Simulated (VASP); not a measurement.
Input:

```xyz
3
Lattice="1.9057 -3.3008 0.0000 1.9057 3.3008 0.0000 0.0000 0.0000 8.2320" Properties=species:S:1:pos:R:3 pbc="T T T"
Pt     0.0000     0.0000     0.0000
Se     1.9057     1.1003     1.3184
Se     1.9057    -1.1003     6.9136
```

These are revPBE GGA, VASP's PBE PAW potentials (set 64) (plane waves; VASP) values and carry that method's errors. Numerical set-up: 520 eV cut-off, 7×7×3 Γ-centred mesh, Gaussian smearing of 0.050 eV, potentials Pt Se.

Without a dispersion term in the relaxation, distances and binding between the weakly bound layers, chains or molecules are unreliable, and so is what depends on them.

Question: The ions and cell shape at fixed volume are relaxed. Which structure does the run end with?

Answer: 
```xyz
3
Lattice="1.8850 -3.2649 0.0000 1.8850 3.2649 0.0000 0.0000 0.0000 8.4139" Properties=species:S:1:pos:R:3 pbc="T T T"
Pt     0.0000     0.0000     0.0000
Se     1.8850     1.0883     1.3079
Se     1.8850    -1.0883     7.1061
```
Space group P-3m1 (164), at a tolerance of 0.03 Å.

Question: How much energy does the relaxation gain?

Answer: The energy (σ→0) changes by -6.5 meV/atom, in 6 ionic steps.

| step | E(σ→0) (eV) | max force (eV/Å) | pressure (GPa) | volume (Å³) |
|---|---|---|---|---|
| 1 | -13.2605 | 0.336 | -1.92 | 103.56 |
| 2 | -13.2720 | 0.190 | -1.22 | 103.56 |
| 3 | -13.2788 | 0.025 | -0.21 | 103.56 |
| 4 | -13.2789 | 0.051 | -0.09 | 103.56 |
| 5 | -13.2799 | 0.021 | -0.03 | 103.56 |
| 6 | -13.2801 | 0.003 | 0.00 | 103.56 |

The compound is PtSe2 in the 1T layered structure. This cell is one point of a volume scan, at 1.03 of the reference volume. Symmetry was kept, so distortions that lower it aren't found.
